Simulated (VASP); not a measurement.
Input:

```yaml
crystal:
  lattice:
    - [1.59766, -2.76723, 0.00000]
    - [1.59766, 2.76723, 0.00000]
    - [0.00000, 0.00000, 5.03043]
  atoms:
    - { symbol: Hf, position: [0.33333, 0.66667, 0.25000] }
    - { symbol: Hf, position: [0.66667, 0.33333, 0.75000] }
```

Calculation: r2SCAN meta-GGA, VASP's PBE PAW potentials (set 64) (plane waves; VASP). Settings: 500 eV cut-off, 13×13×7 Γ-centred mesh, first-order Methfessel-Paxton smearing of 0.10 eV, potentials Hf_pv.

Unless said otherwise, spin-orbit coupling is left out, though it shifts the bands of the heavy elements here.

Q: Estimate the energy per atom (σ→0), band gap (on the k-mesh) with the smallest direct gap where there is one.

A: 
- band gap (on the k-mesh): none (metal, semimetal or under 0.01 eV)
- energy per atom (σ→0): -45.151 eV/atom

Total energies compare only between runs with the same potentials, cut-off and functional.

The compound is Hf in the hcp structure. It was relaxed first.
